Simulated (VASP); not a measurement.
These are PBEsol GGA, VASP's PBE PAW potentials (set 64) (plane waves; VASP 6.6.1) values and carry that method's errors.

VASP ran on this input.

File KPOINTS:
```
K-points
0
G
11 11 6
0 0 0
```

### POSCAR
```
AlN
1
    1.5568194691    -2.6964904130    -0.0000000000
    1.5568194691     2.6964904130     0.0000000000
    0.0000000000    -0.0000000000     4.9836395730
Al N
2 2
Direct
  0.6666670000   0.3333330000   0.5000300776
  0.3333330000   0.6666670000   0.0000300776
  0.6666670000   0.3333330000   0.8819699224
  0.3333330000   0.6666670000   0.3819699224
```

INCAR:
```
SYSTEM=AlN
PREC=Accurate; ENCUT=520; LREAL=.FALSE.
LASPH=.TRUE.
EDIFF=1E-7; NELM=100; ALGO=Normal
ISMEAR=-5
GGA=PS
ISIF=2
LWAVE=.FALSE.; LCHARG=.TRUE.; LORBIT=11
NEDOS=601
```

POTCAR, in this order: Al N (PBE.64 set). Program: vasp_std.

Task: What will the output report for the number of irreducible k-points (NKPTS), number of bands (NBANDS), largest plane-wave count, number of space-group operations, FFT grid (NGX, NGY, NGZ)?

Result: 
| Property | Value |
|---|---|
| number of irreducible k-points (NKPTS) | 64 |
| number of bands (NBANDS) | 12 |
| largest plane-wave count | 1140 |
| number of space-group operations | 12 |
| FFT grid (NGX, NGY, NGZ) | 24 × 24 × 40 |

The compound is AlN in the wurtzite structure. It was relaxed first.
